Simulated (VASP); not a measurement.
Here is the system:

```
Ba
1.0
   -2.38708     2.38708     2.38708
    2.38708    -2.38708     2.38708
    2.38708     2.38708    -2.38708
Ba
1
Direct
  0.00000   0.00000   0.00000
```

Method: LDA (Ceperley-Alder, Perdew-Zunger), VASP's LDA PAW potentials (set 64) (plane waves; VASP 6.6.1). Run with 500 eV cut-off, 11×11×11 Γ-centred mesh, first-order Methfessel-Paxton smearing of 0.10 eV, potentials Ba_sv.

Energy and stress use the plane-wave basis of the starting cell.

Task: The ions, cell shape and volume at an external pressure of 5.0 GPa are relaxed. What does this cell relax into?

Result: 
```
Ba
1.0
   -2.14962     2.14962     2.14962
    2.14962    -2.14962     2.14962
    2.14962     2.14962    -2.14962
Ba
1
Direct
  0.00000   0.00000   0.00000
```
Space group Im-3m (229), at a tolerance of 0.03 Å.

Task: How do energy and volume change from the first to the last step?

Result: The energy (σ→0) changes by +190.5 meV/atom and the volume by -27.0 %, in 3 ionic steps.

The compound is Ba in the bcc structure. This run relaxes it under an external pressure of 5 GPa. Symmetry was kept, so distortions that lower it aren't found.
